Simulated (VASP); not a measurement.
A convergence study with VASP on BAs (zinc blende): one setting is varied, all else stays as given below, so the limit is that of these other settings.

```
CELL_PARAMETERS angstrom
      0.00000     2.39000     2.39000
      2.39000     0.00000     2.39000
      2.39000     2.39000     0.00000
ATOMIC_POSITIONS crystal
  B  0.00000 0.00000 0.00000
  As 0.25000 0.25000 0.25000
```

Calculation: PBE GGA, VASP's PBE PAW potentials (set 64) (plane waves; VASP). The tightest run used: 700 eV cut-off, 19×19×19 Γ-centred mesh, tetrahedra with Blöchl corrections, potentials B As.

Gaps are read on the run's mesh, which can miss a band edge.

```
setting     E (eV/atom)  pressure (GPa)  gap on the mesh (eV)  irreducible k-points
----------  -----------  --------------  --------------------  --------------------
3×3×3 mesh      -5.3853            5.53                 1.239                     4
4×4×4 mesh      -5.6153            3.76                 1.413                     8
5×5×5 mesh      -5.6766            3.32                 1.172                    10
```

Problem. These are the cheaper rows. Estimate the results at 19×19×19 mesh, and how far the last row shown lies from them.

Solution. 
```csv
quantity,tightest run,last row shown is off by
E (eV/atom),-5.7047,0.0281
pressure (GPa),3.16,0.16
gap on the mesh (eV),1.190,-0.018
```

Left out are rungs that failed or repeat a setting and relaxations that didn't move; long series are thinned to 24 rows.

The compound is BAs in the zinc blende structure. The cell was not relaxed at this level.
